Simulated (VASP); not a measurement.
# AlPt: accuracy against cost in the smearing and plane-wave cutoff, part 4 of 4

A convergence test on AlPt: the smearing and plane-wave cutoff. The atoms are off their equilibrium sites, so that forces can be compared too. The series runs use LDA. The atoms of the start are displaced at random from the sites of a Pm-3m cell.

VASP 6.6.1; LDA; plane waves and PAW (Al, Pt).

Still holding for the runs below: This run has no spin polarisation. Its electron count is odd, so without a moment it is a metal by construction. The k-mesh is coarse for a metal.

So far. Step 19 (Plane-wave cutoff: ENCUT = 310): Against the run before the energy moves by +0.46 meV an atom and the pressure by -0.32 GPa, after 11 cycles in 4.4 s.

### 20. Plane-wave cutoff: ENCUT = 380 (continued)

OUTCAR, selected parts (step 20):

```text
  Total       -1.5487107     -1.5785442     -1.5553852      0.0411205     -0.0742252     -0.0220842
  in kB      -83.9757208    -85.5933846    -84.3376319      2.2296781     -4.0247145     -1.1974704
  external PRESSURE =     -84.6355791 kB  Pullay stress =       0.0000000 kB

 POSITION                                       TOTAL-FORCE (eV/Angst)
 -----------------------------------------------------------------------------------
      0.01943      0.06089      3.06271        -0.077080     -0.257636      0.138937
      1.54273      1.52944      1.55769         0.077080      0.257636     -0.138937
 -----------------------------------------------------------------------------------
    total drift:                                0.000233      0.000784     -0.000417

  FREE ENERGIE OF THE ION-ELECTRON SYSTEM (eV)
  ---------------------------------------------------
  free  energy   TOTEN  =       -13.5878723529 eV

  energy  without entropy=      -13.5841708903  energy(sigma->0) =      -13.58602162

[... 1 part as in an earlier step ...]

[... 2 further parts left out ...]
[key lines of the parts left out:]
E-fermi :  10.6904
```

Against the run before the energy moves by +2.85 meV an atom and the pressure by +0.33 GPa, after 11 cycles in 5.2 s.

### 21. Plane-wave cutoff: ENCUT = 480

File INCAR:

```
SYSTEM = AlPt
PREC = Accurate
ENCUT = 480
EDIFF = 1E-06
NELM = 100
ISMEAR = -1
SIGMA = 0.05
LREAL = .FALSE.
ALGO = Normal
GGA = CA
NBANDS = 12
LASPH = .TRUE.
LORBIT = 11
LWAVE = .FALSE.
LCHARG = .FALSE.
KPAR = 2
ISIF = 2
```

File POSCAR:

```
AlPt
1.0
    3.0915460000      0.0000000000      0.0000000000
    0.0000000000      3.0915460000      0.0000000000
    0.0000000000      0.0000000000      3.0915460000
Al Pt
1 1
Direct
    0.0062850000      0.0196950000     -0.0093260000
    0.4990160000      0.4947180000      0.5038540000
```

File KPOINTS:

```
Automatic mesh
0
Gamma
7 7 7
0 0 0
```

PAW data sets: Al and Pt (PBE family, release 64).

On the command line:

```sh
$ mpirun -np 2 vasp_std
```

Output:

```text
[... set-up lines as in an earlier step ...]
 entering main loop
       N       E                     dE             d eps       ncg     rms          rms(c)
DAV:   1     0.400050742215E+02    0.40005E+02   -0.53754E+03  4264   0.836E+02
DAV:   2    -0.130788273733E+02   -0.53084E+02   -0.48866E+02  4744   0.173E+02
DAV:   3    -0.142549080806E+02   -0.11761E+01   -0.11699E+01  4932   0.242E+01
DAV:   4    -0.142615346449E+02   -0.66266E-02   -0.66260E-02  4560   0.225E+00
[...]
DAV:   9    -0.135883302879E+02    0.16624E-03   -0.56083E-04  4528   0.178E-01    0.101E-01
DAV:  10    -0.135883063671E+02    0.23921E-04   -0.73172E-05  4944   0.726E-02    0.131E-02
DAV:  11    -0.135883054712E+02    0.89594E-06   -0.42809E-06  4456   0.144E-02
   1 F= -.13588305E+02 E0= -.13586455E+02  d E =-.370126E-02
```

Wall time 6.2 s (2 MPI ranks of Intel Xeon 6975P-C (Granite Rapids), shared host); peak memory 0.32 GiB; 11 s of CPU time.

Parts of OUTCAR (step 21):

```text
  Total       -1.5263732     -1.5560875     -1.5330154      0.0410078     -0.0739916     -0.0220251
  in kB      -82.7645157    -84.3757111    -83.1246735      2.2235665     -4.0120456     -1.1942675
  external PRESSURE =     -83.4216335 kB  Pullay stress =       0.0000000 kB

 POSITION                                       TOTAL-FORCE (eV/Angst)
 -----------------------------------------------------------------------------------
      0.01943      0.06089      3.06271        -0.076979     -0.257336      0.138762
      1.54273      1.52944      1.55769         0.076979      0.257336     -0.138762
 -----------------------------------------------------------------------------------
    total drift:                                0.000241      0.000753     -0.000401

  FREE ENERGIE OF THE ION-ELECTRON SYSTEM (eV)
  ---------------------------------------------------
  free  energy   TOTEN  =       -13.5883054712 eV

  energy  without entropy=      -13.5846042066  energy(sigma->0) =      -13.58645484

[... 1 part as in an earlier step ...]

[... 2 further parts left out ...]
[key lines of the parts left out:]
E-fermi :  10.6899
```

Against the run before the energy moves by -0.22 meV an atom and the pressure by +0.12 GPa, after 11 cycles in 6.2 s.

### 22. The plane-wave cutoff series as a table

This step: convergence of LDA results with the cutoff; plane waves and PAW (VASP 6.6.1).

This step runs nothing: it gathers the runs above.

Differences are taken from the run with ENCUT = 480. Results of the series, by row:

```csv
setting,status,energy less the reference (meV/atom),pressure (GPa),largest force difference (meV/Å),SCF cycles,wall time (s)
ENCUT = 140,converged,137.5,-164.6,89.84,12,1.8
ENCUT = 180,converged,51.02,-42.64,52.68,12,2.2
ENCUT = 220,converged,13.68,-12.44,0.213,11,2.6
ENCUT = 240,converged,0.9549,-8.982,3.904,11,2.4
ENCUT = 280,converged,-3.092,-8.469,3.07,11,4.2
ENCUT = 310,converged,-2.63,-8.793,3.53,11,4.4
ENCUT = 380,converged,0.2166,-8.464,0.3,11,5.2
ENCUT = 480,converged,0,-8.342,0,11,6.2
```

### 23. Outcome

```
spread of the pressure over the smearing                                          : 0.293 GPa
spread of the energy over the smearing                                            : 4.61 meV/atom
plane-wave cutoff from which the energy stays within 10 meV/atom of the reference : ENCUT = 240
plane-wave cutoff from which the energy stays within 1 meV/atom of the reference  : ENCUT = 380
plane-wave cutoff from which the pressure stays within 0.2 GPa of the reference   : ENCUT = 380
spread of the pressure over the plane-wave cutoff                                 : 156 GPa
spread of the energy over the plane-wave cutoff                                   : 141 meV/atom
```

In words: The usual rule keeps the entropy term T·S under 1 meV an atom, which holds up to a width of 0.05 eV for Gaussian and 0.2 eV for second-order Methfessel-Paxton. That rule is made for Methfessel-Paxton; with the other schemes the zero-width estimate is the energy to use. Farthest in energy from the narrowest smearing lies ISMEAR = 0, SIGMA = 0.5 (+3.2 meV an atom, +0.24 GPa, 3.8 meV/Å in forces). On a fixed mesh a narrow width is not the exact answer for a metal: it samples the Fermi surface more noisily. From ENCUT = 380 on, the energy stays within 1 meV an atom of the reference, at 84 % of its time. The pressure holds within 0.2 GPa from ENCUT = 380 on. These cutoffs are 0.6 to 2 times the default of the data sets, about 240 eV; at the default the run is off by +1.0 meV an atom, -0.64 GPa, 3.9 meV/Å in forces, and at 1.3 times by -2.6 meV an atom, -0.45 GPa, 3.5 meV/Å in forces. Energy differences between like cells converge faster than these totals. Differences are taken from the run with ENCUT = 480, which is itself not the exact limit. The runs at ENCUT = 140; ENCUT = 180; ENCUT = 220 are over 30 meV an atom or 2 GPa off and describe the material poorly.

[Lines on the potential files, build, host, timing and source positions are cut from VASP's logs without a mark.]

[Logs are printed without paths, hosts, clocks, repeated set-up lines and the standing remarks that a program may print on its own settings, such as how far it seeks lower states.]

[Hosts, paths, dates, database ids (printed as entryN), source tags and the programs' standing remarks are cut or masked in the printed files.]

[A measured line is paired with the nearest computed mode of its activity, which favours agreement.]
